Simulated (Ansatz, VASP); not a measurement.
# Ge (Germanium): VASP beside Ansatz, part 2 of 2

Aim: how closely do two programs agree when they are given the same cell, functional and k mesh? The cell is taken from a series of runs on this material, whose earlier steps may have relaxed, scaled, displaced or heated it; both programs get it as it stands.

VASP 6.6.1 and Ansatz 0.2.0.

So far: Set-up; VASP: zone-centre phonons, LDA.

**2. VASP: zone-centre phonons, LDA (continued)**

Level of this step: LDA; plane waves and PAW (Ge_d) (VASP).

Numbers of over 12 decimals in the logs are rounded to 6 here.

From OUTCAR (step 2):

```text
ion  position               nearest neighbor table
   1  0.500  0.500  0.500-   2 2.43   2 2.43   2 2.43   2 2.43
   2  0.750  0.750  0.750-   1 2.43   1 2.43   1 2.43   1 2.43

  LATTYP: Found a trigonal (rhomboedric) cell.
 ALAT       =     3.9613836669
 COS(alpha) =     0.4998422670

 Subroutine GETGRP returns: Found 12 space group operations
 (whereof  6 operations were pure point group operations)

The static configuration has the point symmetry C_3v.
 The point group associated with its full space group is D_3d.

   k-points           NKPTS =   1728   k-points in BZ     NKDIM =   1728   number of bands    NBANDS=     20

   dimension x,y,z NGX =    30 NGY =   30 NGZ =   30
   dimension x,y,z NGXF=    60 NGYF=   60 NGZF=   60

   ENCUT  =  500.0 eV  36.75 Ry    6.06 a.u.   7.22  7.22  7.22*2*pi/ulx,y,z

   NELECT =      28.0000    total number of electrons

 k-points in reciprocal lattice and weights: Points of the shifted mesh
   0.04166667  0.04166667  0.04166667       0.001
   0.04166667  0.04166667  0.12500000       0.001
   0.04166667  0.04166667  0.20833333       0.001
   0.04166667  0.04166667  0.29166667       0.001
   0.04166667  0.04166667  0.37500000       0.001
   0.04166667  0.04166667  0.45833333       0.001
   0.04166667  0.04166667  0.54166667       0.001
   0.04166667  0.04166667  0.62500000       0.001
   0.04166667  0.04166667  0.70833333       0.001
[...]
0.95833333  0.95833333  0.87500000       0.001
   0.95833333  0.95833333  0.95833333       0.001

 average (electrostatic) potential at core
       1 -75.1599       2 -75.1599

  Total        0.2151206      0.2151206      0.2151206      0.0005905      0.0005905      0.0005905
  in kB        7.8390610      7.8390610      7.8390610      0.0215181      0.0215181      0.0215181
  external PRESSURE =       7.8390610 kB  Pullay stress =       0.0000000 kB

  energy-cutoff  :      500.00
  volume of cell :       43.97
      direct lattice vectors                 reciprocal lattice vectors
    -0.000441812  2.801121236  2.801121236    -0.178457724  0.178485876  0.178485876
     2.801121236 -0.000441812  2.801121236     0.178485876 -0.178457724  0.178485876
     2.801121236  2.801121236 -0.000441812     0.178485876  0.178485876 -0.178457724

 POSITION                                       TOTAL-FORCE (eV/Angst)
 -----------------------------------------------------------------------------------
      2.80070      2.80070      2.80070         0.000478      0.000478      0.000478
      4.20155      4.20155      4.20155        -0.000478     -0.000478     -0.000478
 -----------------------------------------------------------------------------------
    total drift:                                0.000000      0.000000      0.000000

 Eigenvectors and eigenvalues of the dynamical matrix
 ----------------------------------------------------

   1 f  =    8.966902 THz    56.340705 2PiTHz  299.103645 cm-1    37.084109 meV
             X         Y         Z           dx          dy          dz
      2.800697  2.800697  2.800697     0.408248    0.408248    0.408248
      4.201554  4.201554  4.201554    -0.408248   -0.408248   -0.408248

   2 f  =    8.966817 THz    56.340175 2PiTHz  299.100829 cm-1    37.083760 meV
             X         Y         Z           dx          dy          dz
      2.800697  2.800697  2.800697     0.288675    0.288675   -0.577350
      4.201554  4.201554  4.201554    -0.288675   -0.288675    0.577350

   3 f  =    8.966817 THz    56.340175 2PiTHz  299.100829 cm-1    37.083760 meV
             X         Y         Z           dx          dy          dz
      2.800697  2.800697  2.800697     0.500000   -0.500000   -0.000000
      4.201554  4.201554  4.201554    -0.500000    0.500000   -0.000000

   4 f  =    0.000000 THz     0.000001 2PiTHz    0.000006 cm-1     0.000001 meV
             X         Y         Z           dx          dy          dz
      2.800697  2.800697  2.800697    -0.042352    0.578079   -0.405007
      4.201554  4.201554  4.201554    -0.042352    0.578079   -0.405007

   5 f  =    0.000000 THz     0.000000 2PiTHz    0.000001 cm-1     0.000000 meV
             X         Y         Z           dx          dy          dz
      2.800697  2.800697  2.800697    -0.615969    0.167849    0.303988
      4.201554  4.201554  4.201554    -0.615969    0.167849    0.303988

   6 f/i=    0.000000 THz     0.000000 2PiTHz    0.000001 cm-1     0.000000 meV
             X         Y         Z           dx          dy          dz
      2.800697  2.800697  2.800697     0.344656    0.371014    0.493519
      4.201554  4.201554  4.201554     0.344656    0.371014    0.493519

 ELASTIC MODULI CONTR FROM IONIC RELAXATION (kBar)
 Direction    XX          YY          ZZ          XY          YZ          ZX
 --------------------------------------------------------------------------------
 XX          -0.0118     -0.0043     -0.0043      0.4169      1.7096      0.1901
 YY          -0.0043     -0.0118     -0.0043      0.1901      0.4169      1.7096
 ZZ          -0.0043     -0.0043     -0.0118      1.7096      0.1901      0.4169
 XY           0.4169      0.1901      1.7096   -266.9131      1.3132      1.3132
 YZ           1.7096      0.4169      0.1901      1.3132   -266.9131      1.3132
 ZX           0.1901      1.7096      0.4169      1.3132      1.3132   -266.9131
 --------------------------------------------------------------------------------
```

**3. Ansatz: zone-centre phonons, LDA**

Ansatz runs on its PAW soft_1 files.

The same cell, functional (in two slightly different forms), mesh and smearing now go to Ansatz, which takes its cutoff from its data sets.

input.yaml

```yaml
crystal:
  lattice:
    - [-0.0004418119, 2.8011212363, 2.8011212363]
    - [2.8011212363, -0.0004418119, 2.8011212363]
    - [2.8011212363, 2.8011212363, -0.0004418119]
  atoms:
    - { symbol: Ge, position: [0.4999637235, 0.4999637235, 0.4999637235] }
    - { symbol: Ge, position: [0.7500362765, 0.7500362765, 0.7500362765] }
kpoints:
  mp_grid: { grid: [12, 12, 12], shift: [0.5, 0.5, 0.5] }
hamiltonian:
  xc: lda
  pseudopotentials: { kind: paw, azcp: { folder: soft_1 }, xc_functional: pbe }
scf:
  occupations: { method: gaussian, width: 0.015 }
output:
  eigenvalues: true
phonons:
  method: dfpt
```

Command:

```console
$ ansatz run input.yaml --threads 4 --pin off --max-ram 10240MiB --backend cpu --events-out ev --progress --plain --runs-dir out
```

What it wrote:

```text
Engine: ansatz 0.2.0, x86_64-unknown-linux-gnu
Pseudopotentials: kind: paw
Pseudopotential: Ge, paw, valence charge 14, recommended cutoff 420 eV (normal), soft_1/Ge.paw.azcp
Functional definition: SPW92
  exchange = slater_x
  correlation = pw_c
Crystal: 2 atoms, lattice volume = 43.967 Å³
Basis set: ecut = 420 eV, 869 PW (Γ), exchange–correlation on 64×64×64 points (8 copies of the dense FFT grid, shifted against one another)
Bands: 18, of which v1, the nominal top of the filled ones, is band 14 counted from 1 (13 counted from 0)
Symmetry: 12 space group operations
k-points: 468 of 1728 (irreducible under 2 space group operations, time reversal used)
Non-local potential: Ge, projectors of the file, l = 0: 2, l = 1: 2, l = 2: 3, l = 3: 1
PAW form: soft (Blöchl's): semilocal exchange-correlation on the pseudo side does not see the compensation charge
PAW frozen core: Ge, regenerated for the run's functional, and the local potential with it (the file was generated under x = pbe(κ = 0.804, μ = 0.219515), c = pbe(β = 0.066725))
PAW one-centre angular grid: Ge, 590 points (default); XC on 64 Gauss nodes
Initial density: superposition of atomic densities (chi_scale 0.1, normalization cell)
Initial wavefunctions: pseudopotential atomic-orbital guess
Functional: x = slater, c = lda
SCF iter   1: F=—  HF=-8431.593954 eV  |F-HF|=—  |Δ(HF+E_count)|=         —  Δρ=3.59e-2  dr2=5.18e-1  ethr=3.10e-3  ⟨swp⟩=6.0  Hψ=39442  notcnv=0
preconditioner: auto → none  [insulator: Δε(μ)=0.339 eV  Ē_g=23.534 eV  σ=0.015 eV  W_gap=1.00  n_scr=14 (ndim 8)  ℏωp=29.6 eV  f_vac=0.000  D(μ)=0.00/eV (n_scr^D=0)  ε∞_Penn≈2.6]
SCF iter   2: F=—  HF=-8431.469372 eV  |F-HF|=—  |Δ(HF+E_count)|=   1.25e-1  Δρ=1.64e-2  dr2=8.47e-2  ethr=1.85e-3  ⟨swp⟩=2.0  Hψ=14040  notcnv=0
SCF iter   3: F=—  HF=-8431.454185 eV  |F-HF|=—  |Δ(HF+E_count)|=   1.52e-2  Δρ=2.40e-3  dr2=6.54e-4  ethr=3.02e-4  ⟨swp⟩=2.0  Hψ=12184  notcnv=0
SCF iter   4: F=—  HF=-8431.454295 eV  |F-HF|=—  |Δ(HF+E_count)|=   1.09e-4  Δρ=4.60e-4  dr2=8.17e-5  ethr=2.34e-6  ⟨swp⟩=2.0  Hψ=16836  notcnv=0
SCF iter   5: F=—  HF=-8431.454082 eV  |F-HF|=—  |Δ(HF+E_count)|=   2.12e-4  Δρ=5.44e-5  dr2=7.90e-7  ethr=2.92e-7  ⟨swp⟩=2.0  Hψ=16645  notcnv=0
SCF iter   6: F=—  HF=-8431.454079 eV  |F-HF|=—  |Δ(HF+E_count)|=   3.51e-6  Δρ=3.55e-5  dr2=2.78e-7  ethr=2.82e-9  ⟨swp⟩=2.0  Hψ=14976  notcnv=0
SCF iter   7: F=—  HF=-8431.454079 eV  |F-HF|=—  |Δ(HF+E_count)|=   2.48e-7  Δρ=4.17e-6  dr2=3.40e-9  ethr=9.93e-10  ⟨swp⟩=2.0  Hψ=14039  notcnv=0
SCF iter   8: F=-8431.454079 eV  HF=-8431.454079 eV  |F-HF|=1.82e-12  |Δ(HF+E_count)|=   3.44e-9  Δρ=1.25e-7  dr2=5.12e-12  ethr=1.00e-12  ⟨swp⟩=4.2  Hψ=45051  notcnv=0
SCF 1 converged in 8 iterations: F = -8431.454079 eV  dr2 = 5.12e-12
  greatest PAW one-centre occupation: 0.998 electrons in one spin orbital (limit 2), on the Ge atom at site 1 (counted from 0), in its partial waves of l = 2
DFPT response loops at Γ: preconditioner auto → none (the input reference at scf.mixing.eps_inf says where Resta's filter doesn't serve); β = 0.50; Broyden in place of MSR1
SCF converged after 8 iterations
Free energy (F): -8431.454079 eV
Harris-Foulkes:  -8431.454079 eV  (|F-HF|=1.82e-12)
Internal energy: -8431.454079 eV  (E = F + TS)
E sigma→0 (E₀):  -8431.454079 eV
Fermi energy:    8.671962 eV
--- Per-component energies (eV) ---
  E_band       = -301.767618
  E_kinetic    = 187.444939
  E_local      = -4469.054930  (includes V_loc(G=0)·N_el)
  E_nonlocal   = 442.253419
  E_hartree    = 2130.243850
  E_xc         = -143.331530
  E_vxc        = -131.908469  (∫ρ·V_xc dr)
  E_paw        = -3869.247763  (= ΣΔE_a)
  E_vpaw       = -590.990411  (= ΣTr[D̂ρ^β])
  E_aug_tail   = 0.000027  (compensation charges beyond the density's cutoff)
  E_ewald      = -2713.578742
  E_core_change = 3.816653  (= ΣΔE_core)
  E_smearing   = -0.000000  (= −TS)
  E_closure    = -0.000000  (closes the sum)
  Σ components = -8431.454079   (vs F -8431.454079, Δ=0.00e0)
--- Band table (eV; the first three rows and the last of 468) ---
  k-point 0: bands = [... 10 lower, -4.3963, 7.9002, 8.5724, 8.5724, 9.2800, 11.2248, 11.2248, 11.2485]
  k-point 1: bands = [... 10 lower, -4.2804, 6.6962, 8.0772, 8.4954, 9.8393, 11.3468, 11.4341, 11.9964]
  k-point 2: bands = [... 10 lower, -3.9946, 5.0952, 7.6227, 8.1640, 9.7446, 11.7775, 12.0439, 13.1564]
  k-point 467: bands = [... 10 lower, -2.2510, 0.8584, 6.9199, 7.1247, 9.0266, 12.2895, 12.4474, 15.7250]
--- Phonons (Γ-DFPT): 1 representative perturbation + reference, on 468 of 1728 k-points (Σ response iterations 3) ---
  k mesh reduced under 2 symmetry operations, with k and −k counted as one. Each operation leaves every solved perturbation unchanged. A smaller set is not used because it would not reduce the number of displacements times k-points to solve
  ASR residual: 6.344e-5 → 0.000e0 eV/Å²; symmetrization residual: 1.134e-12 eV/Å²
  ASR residual per site (eV/Å²): 6.34e-5 6.34e-5
  Γ frequencies (cm⁻¹): 0.00 0.00 0.00 297.10 297.10 297.12
  non-analytic LO–TO correction: not included (Born effective charges unavailable; polar crystals: no LO–TO splitting at Γ)
```

The column dr2 measures how far the density is from self-consistency, as an energy; F and HF (Harris–Foulkes) agree once it is small.

**4. Differences**

Known differences besides the potentials themselves: the cutoff is 420 eV in Ansatz and 500 eV in VASP; VASP's log shows a relativistic correction to its local exchange, Ansatz's none. Total energies have different zeros and are not compared.

Both answers:

| quantity | Ansatz | VASP | difference |
| --- | --- | --- | --- |
| optical mode 1 to 3 (cm⁻¹) | 297.1 | 299.1 | -0.67 % |

Modes are paired by rising frequency, not by their patterns, so a pair may set unlike modes beside each other; they are those without the splitting of longitudinal modes.

**5. Outcome**

| Item | Value |
| --- | --- |
| r.m.s. difference of the optical zone-centre modes, each program's sorted by frequency (zone-centre phonons, LDA) | 2.0 cm⁻¹ |
| difference in optical mode 1 to 3 (zone-centre phonons, LDA) | -0.7 % |

**Reading.** The r.m.s. difference of the optical zone-centre modes, each program's sorted by frequency is 2.0 cm⁻¹ (zone-centre phonons, LDA). Among the rows given in per cent, the largest difference of the zone-centre phonons, LDA pair is in optical mode 1 to 3, -0.7 %. Such differences can come from data sets, numerical settings and the points named under the comparisons, not from the functional's error against experiment.

[Lines on the potential files, build, host, timing and source positions are cut from VASP's logs without a mark.]

[Logs are printed without paths, hosts, clocks, repeated set-up lines and the standing remarks that a program may print on its own settings, such as how far it seeks lower states.]

[Hosts, paths, dates, database ids (printed as entryN), source tags and the programs' standing remarks are cut or masked in the printed files.]
